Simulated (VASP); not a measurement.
Level of theory: PBE GGA, VASP's PBE PAW potentials (set 64) (plane waves; VASP 6.6.1).

A VASP calculation is set up with these files.

File KPOINTS:
```
k-points along high-symmetry lines
15
Line-mode
Reciprocal
  0.000000   0.000000   0.000000 ! GAMMA
 -0.500000  -0.500000   0.000000 ! X

 -0.500000  -0.500000   0.000000 ! X
 -0.375000  -0.375000   0.250000 ! U

 -0.375000   0.000000   0.375000 ! K
  0.000000   0.000000   0.000000 ! GAMMA

  0.000000   0.000000   0.000000 ! GAMMA
  0.000000   0.000000   0.500000 ! L

  0.000000   0.000000   0.500000 ! L
 -0.500000  -0.250000   0.250000 ! W

 -0.500000  -0.250000   0.250000 ! W
 -0.500000  -0.500000   0.000000 ! X
```

File POSCAR:
```
CdTe
6.6076340
  0.0000000000   0.5000000181   0.5000000181
  0.5000000181   0.0000000000   0.5000000181
  0.5000000181   0.5000000181   0.0000000000
Cd Te
1 1
Cart
  0.0000000000   0.0000000000   0.0000000000
  0.2500000091   0.2500000091   0.2500000091
```

### INCAR
```
LCHARG  =  .FALSE.
LWAVE  =  .FALSE.
NELM  =  100   ! most electronic steps
GGA  =  PE
PREC  =  Accurate
ENCUT  =  350   ! plane-wave cut-off (eV)
SYSTEM  =  CdTe
LMAXMIX  =  4   ! l cut-off of mixed one-centre charges
ISMEAR  =  0   ! Gaussian
LREAL  =  .FALSE.   ! projection in real space or not
ALGO  =  Normal
LASPH  =  .TRUE.
ICHARG  =  11   ! fixed density
SIGMA  =  0.05   ! width (eV)
EDIFF  =  1E-6   ! SCF stop (eV)
```

POTCAR, in this order: Cd Te (PBE.64 set). Program: vasp_std. Read from the step before: CHGCAR.

Output of the run:

OUTCAR:
```
 ion  position               nearest neighbor table
   1  0.000  0.000  0.000-   2 2.86   2 2.86   2 2.86   2 2.86
   2  0.250  0.250  0.250-   1 2.86   1 2.86   1 2.86   1 2.86
  LATTYP: Found a face centered cubic cell.
 ALAT       =     6.6076342392
 Subroutine PRICEL returns:
 Original cell was already a primitive cell.
 Subroutine GETGRP returns: Found 24 space group operations
The static configuration has the point symmetry T_d .
The dynamic configuration has the point symmetry T_d .
 Subroutine INISYM returns: Found 24 space group operations
   k-points           NKPTS =     90   k-points in BZ     NKDIM =     90   number of bands    NBANDS=     13
   number of dos      NEDOS =    301   number of ions     NIONS =      2
   total plane-waves  NPLWV =  27000
   dimension x,y,z NGX =    30 NGY =   30 NGZ =   30
   dimension x,y,z NGXF=    60 NGYF=   60 NGZF=   60
   ions per type =               1   1
   PREC   = accura    normal or accurate (medium, high low for compatibility)
   ISTART =      0    job   : 0-new  1-cont  2-samecut
   ICHARG =     11    charge: 1-file 2-atom 10-const
   ISPIN  =      1    spin polarized calculation?
   LNONCOLLINEAR =      F non collinear calculations
   LSORBIT =      F    spin-orbit coupling
   INIWAV =      1    electr: 0-lowe 1-rand  2-diag
   ENCUT  =  350.0 eV  25.72 Ry    5.07 a.u.   7.13  7.13  7.13*2*pi/ulx,y,z
   NELM   =    100;   NELMIN=  2; NELMDL= -5     # of ELM steps
   EDIFF  = 0.1E-05   stopping-criterion for ELM
   LREAL  =      F    real-space projection
   NLSPLINE    = F    spline interpolate recip. space projectors
   LMAXMIX     =    4 max onsite mixed and CHGCAR
   VOSKOWN=      0    Vosko Wilk Nusair interpolation
   EDIFFG = 0.1E-04   stopping-criterion for IOM
   NSW    =      0    number of steps for IOM
   NBLOCK =      1;   KBLOCK =      1    inner block; outer block
   IBRION =     -1    ionic relax: 0-MD 1-quasi-New 2-CG
   NFREE  =      0    steps in history (QN), initial steepest desc. (CG)
   ISIF   =      2    stress and relaxation
   ISYM   =      2    0-nonsym 1-usesym 2-fastsym
   TEIN   =    0.0    initial temperature
   TEBEG  =    0.0;   TEEND  =   0.0 temperature during run
   SMASS  =  -3.00    Nose mass-parameter (am)
   PSTRESS=    0.0 pullay stress
   NELECT =      18.0000    total number of electrons
   EFERMI =   0.00;   METHOD = LEGACY
   ISMEAR =     0;   SIGMA  =   0.05  broadening in eV -4-tet -1-fermi 0-gaus
   IALGO  =     38    algorithm
   LDIAG  =      T    sub-space diagonalisation (order eigenvalues)
   IMIX   =      4    mixing-type and parameters
     AMIX     =   0.40;   BMIX     =  1.00
     AMIX_MAG =   1.60;   BMIX_MAG =  1.00
     AMIN     =   0.10
   GGA     = PE    functional components
   VOSKOWN =     0    Vosko Wilk Nusair interpolation
   LHFCALC =     F    Hartree Fock is set to
   LHFONE  =     F    Hartree Fock one center treatment
   AEXX    =    0.0000 exact exchange contribution
   IVDW    =     0    specifies the selected vdW correction
   LEPSILON=     F    determine dielectric tensor
   LRPA    =     F    only Hartree local field effects (RPA)
  energy-cutoff  :      350.00
  volume of cell :       72.12
      direct lattice vectors                 reciprocal lattice vectors
     0.000000000  3.303817120  3.303817120    -0.151340096  0.151340096  0.151340096
     3.303817120  0.000000000  3.303817120     0.151340096 -0.151340096  0.151340096
     3.303817120  3.303817120  0.000000000     0.151340096  0.151340096 -0.151340096
 k-point     1 :   0.0000 0.0000 0.0000  plane waves:    1067
 k-point     2 :  -0.0357-0.0357 0.0000  plane waves:    1067
 k-point     3 :  -0.0714-0.0714 0.0000  plane waves:    1062
 k-point     4 :  -0.1071-0.1071 0.0000  plane waves:    1062
 k-point     5 :  -0.1429-0.1429 0.0000  plane waves:    1054
 k-point     6 :  -0.1786-0.1786 0.0000  plane waves:    1062
 k-point     7 :  -0.2143-0.2143 0.0000  plane waves:    1062
 k-point     8 :  -0.2500-0.2500 0.0000  plane waves:    1062
 k-point     9 :  -0.2857-0.2857 0.0000  plane waves:    1058
 k-point    10 :  -0.3214-0.3214 0.0000  plane waves:    1066
...
```

OSZICAR:
```
       N       E                     dE             d eps       ncg     rms          rms(c)
DAV:   1     0.821844490369E+02    0.82184E+02   -0.69012E+03  2372   0.861E+02
DAV:   2    -0.898898284556E+00   -0.83083E+02   -0.80228E+02  2745   0.243E+02
DAV:   3    -0.392186393955E+01   -0.30230E+01   -0.30080E+01  2735   0.486E+01
DAV:   4    -0.395034044840E+01   -0.28477E-01   -0.28475E-01  3389   0.414E+00
DAV:   5    -0.395042162184E+01   -0.81173E-04   -0.81173E-04  2775   0.189E-01
DAV:   6    -0.395042346878E+01   -0.18469E-05   -0.18470E-05  3342   0.204E-02
DAV:   7    -0.395042350149E+01   -0.32712E-07   -0.32693E-07  2012   0.179E-03
   1 F= -.39504235E+01 E0= -.39504235E+01  d E =-.147380E-10
```

### OUTCAR
```
 val. band max:        1.8424399648   @ k =   0.0000   0.0000   0.0000

 cond. band min:       2.4334129683   @ k =   0.0000   0.0000   0.0000



 k-point     1 :       0.0000    0.0000    0.0000
  band No.  band energies     occupation
      1      -9.0170      2.00000
      2      -6.2537      2.00000
      3      -6.2537      2.00000
      4      -6.2537      2.00000
      5      -6.0331      2.00000
      6      -6.0331      2.00000
      7       1.8424      2.00000
      8       1.8424      2.00000
      9       1.8424      2.00000
     10       2.4334      0.00000
     11       6.4750      0.00000
     12       6.4750      0.00000
     13       6.4750      0.00000

 k-point     2 :      -0.0357   -0.0357    0.0000
  band No.  band energies     occupation
      1      -9.0112      2.00000
      2      -6.2522      2.00000
      3      -6.2521      2.00000
      4      -6.2501      2.00000
      5      -6.0337      2.00000
      6      -6.0328      2.00000
      7       1.6069      2.00000
      8       1.8118      2.00000
      9       1.8118      2.00000
     10       2.6736      0.00000
     11       6.4107      0.00000
     12       6.5211      0.00000
     13       6.5211      0.00000

 k-point     3 :      -0.0714   -0.0714    0.0000
  band No.  band energies     occupation
      1      -8.9941      2.00000
      2      -6.2474      2.00000
      3      -6.2474      2.00000
      4      -6.2394      2.00000
      5      -6.0352      2.00000
      6      -6.0317      2.00000
      7       1.2148      2.00000
      8       1.7242      2.00000
      9       1.7242      2.00000
     10       3.0775      0.00000
     11       6.2428      0.00000
     12       6.6548      0.00000
     13       6.6548      0.00000

 k-point     4 :      -0.1071   -0.1071    0.0000
  band No.  band energies     occupation
      1      -8.9665      2.00000
      2      -6.2399      2.00000
      3      -6.2399      2.00000
      4      -6.2212      2.00000
...
```

The density is held fixed in this step, so its total energy and stress have no physical meaning. Unless said otherwise, spin-orbit coupling is left out, though it shifts the bands of the heavy elements here.

The compound is CdTe in the zinc blende structure. It was relaxed first, which changed the volume by +6 %.
